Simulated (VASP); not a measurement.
Computed with PBE GGA, VASP's PBE PAW potentials (set 64) (plane waves; VASP 6.6.1).

VASP input:

### POSCAR
```
LiCl
1
    0.0000000000     2.5700000000     2.5700000000
    2.5700000000     0.0000000000     2.5700000000
    2.5700000000     2.5700000000     0.0000000000
Li Cl
1 1
Direct
  0.0000000000   0.0000000000   0.0000000000
  0.5000000000   0.5000000000   0.5000000000
```

KPOINTS:
```
K-points
0
gamma
  4 4 4
```

**INCAR**
```
SYSTEM = LiCl
PREC = Normal; ENCUT = 500; LREAL = .FALSE.
LASPH = .TRUE.; NBANDS = 64
EDIFF = 1E-8; NELM = 1; ALGO = Exact
ISMEAR = 0; SIGMA = 0.01
GGA = PE
LWAVE = .TRUE.; LCHARG = .FALSE.
LOPTICS = .TRUE.
```

POTCAR, in this order: Li_sv_GW Cl_GW (PBE.64 set). Program: vasp_std. Read from the step before: WAVECAR.

The resulting files:

**OUTCAR**
```
 ion  position               nearest neighbor table
   1  0.000  0.000  0.000-
   2  0.500  0.500  0.500-
  LATTYP: Found a face centered cubic cell.
 ALAT       =     5.1400000000
 Subroutine PRICEL returns:
 Original cell was already a primitive cell.
 Subroutine GETGRP returns: Found 48 space group operations
The static configuration has the point symmetry O_h .
The dynamic configuration has the point symmetry O_h .
 Subroutine INISYM returns: Found 48 space group operations
 Subroutine IBZKPT returns following result:
 Found      8 irreducible k-points:

 Following reciprocal coordinates:
            Coordinates               Weight
  0.000000  0.000000  0.000000      1.000000
  0.250000  0.000000  0.000000      8.000000
  0.500000  0.000000  0.000000      4.000000
  0.250000  0.250000  0.000000      6.000000
  0.500000  0.250000  0.000000     24.000000
 -0.250000  0.250000  0.000000     12.000000
  0.500000  0.500000  0.000000      3.000000
 -0.250000  0.500000  0.250000      6.000000
   k-points           NKPTS =      8   k-points in BZ     NKDIM =      8   number of bands    NBANDS=     64
   number of dos      NEDOS =    301   number of ions     NIONS =      2
   total plane-waves  NPLWV =   8000
   dimension x,y,z NGX =    20 NGY =   20 NGZ =   20
   dimension x,y,z NGXF=    40 NGYF=   40 NGZF=   40
   ions per type =               1   1
   PREC   = normal    normal or accurate (medium, high low for compatibility)
   ISTART =      1    job   : 0-new  1-cont  2-samecut
   ICHARG =      0    charge: 1-file 2-atom 10-const
   ISPIN  =      1    spin polarized calculation?
   LNONCOLLINEAR =      F non collinear calculations
   LSORBIT =      F    spin-orbit coupling
   INIWAV =      1    electr: 0-lowe 1-rand  2-diag
   ENCUT  =  500.0 eV  36.75 Ry    6.06 a.u.   6.63  6.63  6.63*2*pi/ulx,y,z
   NELM   =      1;   NELMIN=  2; NELMDL=  0     # of ELM steps
   EDIFF  = 0.1E-07   stopping-criterion for ELM
   LREAL  =      F    real-space projection
   NLSPLINE    = F    spline interpolate recip. space projectors
   LMAXMIX     =    2 max onsite mixed and CHGCAR
   VOSKOWN=      0    Vosko Wilk Nusair interpolation
   EDIFFG = 0.1E-06   stopping-criterion for IOM
   NSW    =      0    number of steps for IOM
   NBLOCK =      1;   KBLOCK =      1    inner block; outer block
   IBRION =     -1    ionic relax: 0-MD 1-quasi-New 2-CG
   NFREE  =      0    steps in history (QN), initial steepest desc. (CG)
   ISIF   =      2    stress and relaxation
   ISYM   =      2    0-nonsym 1-usesym 2-fastsym
   TEIN   =    0.0    initial temperature
   TEBEG  =    0.0;   TEEND  =   0.0 temperature during run
   SMASS  =  -3.00    Nose mass-parameter (am)
   PSTRESS=    0.0 pullay stress
   NELECT =      10.0000    total number of electrons
   EFERMI =   0.00;   METHOD = LEGACY
   ISMEAR =     0;   SIGMA  =   0.01  broadening in eV -4-tet -1-fermi 0-gaus
   IALGO  =     90    algorithm
   LDIAG  =      T    sub-space diagonalisation (order eigenvalues)
   IMIX   =      4    mixing-type and parameters
     AMIX     =   0.40;   BMIX     =  1.00
     AMIX_MAG =   1.60;   BMIX_MAG =  1.00
     AMIN     =   0.10
   GGA     = PE    functional components
   VOSKOWN =     0    Vosko Wilk Nusair interpolation
   LHFCALC =     F    Hartree Fock is set to
   LHFONE  =     F    Hartree Fock one center treatment
   AEXX    =    0.0000 exact exchange contribution
   IVDW    =     0    specifies the selected vdW correction
   LEPSILON=     F    determine dielectric tensor
   LRPA    =     F    only Hartree local field effects (RPA)
  energy-cutoff  :      500.00
  volume of cell :       33.95
      direct lattice vectors                 reciprocal lattice vectors
...
```

### OSZICAR
```
       N       E                     dE             d eps       ncg     rms          rms(c)
DIA:   1    -0.915608086820E+01   -0.91561E+01    0.00000E+00     0   0.000E+00
   1 F= -.91560809E+01 E0= -.91560809E+01  d E =-.266312E-21
 imaginary and real dielectric function
```

OUTCAR:
```


 plasma frequency squared (from intraband transitions) (eV^2)
  --------------------------------------------------------------------------------------
       0.000       0.000      -0.000
       0.000       0.000       0.000
      -0.000       0.000       0.000

 plasma frequency squared (from interband transitions, int dw w eps(2)(w)) (eV^2)
  --------------------------------------------------------------------------------------
     342.676       0.000       0.000       0.000       0.000      -0.000
       0.000      -0.000     342.676       0.000       0.000      -0.000
       0.000       0.000       0.000       0.000     342.676       0.000
```
(Selected blocks of OUTCAR.)

OUTCAR:
```
 val. band max:        0.0611798379   @ k =   0.0000   0.0000   0.0000

 cond. band min:       6.3495120365   @ k =   0.0000   0.0000   0.0000



 k-point     1 :       0.0000    0.0000    0.0000
  band No.  band energies     occupation
      1     -43.4619      2.00000
      2     -13.3162      2.00000
      3       0.0612      2.00000
      4       0.0612      2.00000
      5       0.0612      2.00000
      6       6.3495      0.00000
      7      11.8474      0.00000
      8      11.8474      0.00000
      9      11.8474      0.00000
     10      14.3798      0.00000
     11      14.3798      0.00000
     12      14.5491      0.00000
     13      14.5491      0.00000
     14      14.5492      0.00000
     15      16.5607      0.00000
     16      26.8148      0.00000
     17      29.8056      0.00000
     18      29.8056      0.00000
     19      29.8057      0.00000
     20      32.7945      0.00000
     21      32.7945      0.00000
     22      32.7946      0.00000
     23      34.0982      0.00000
     24      34.0982      0.00000
     25      39.8768      0.00000
     26      39.8769      0.00000
     27      39.8769      0.00000
     28      43.6237      0.00000
     29      43.6238      0.00000
     30      43.6238      0.00000
     31      44.8833      0.00000
     32      44.8833      0.00000
     33      45.4410      0.00000
     34      49.0815      0.00000
     35      49.0815      0.00000
     36      49.0815      0.00000
     37      54.8940      0.00000
     38      54.8940      0.00000
     39      54.8940      0.00000
     40      55.8467      0.00000
     41      57.0340      0.00000
     42      57.0342      0.00000
     43      57.0342      0.00000
     44      58.0276      0.00000
     45      58.0277      0.00000
     46      58.0277      0.00000
     47      60.2134      0.00000
     48      60.2134      0.00000
     49      60.2134      0.00000
     50      61.4749      0.00000
     51      61.4749      0.00000
     52      61.6707      0.00000
...
```

The density is held fixed in this step, so its total energy and stress have no physical meaning.

The compound is LiCl in the rock salt structure. The cell was not relaxed at this level. The k-mesh is coarse (spacing up to 0.53 per Å, 2π included), so the numbers may not be converged in it.
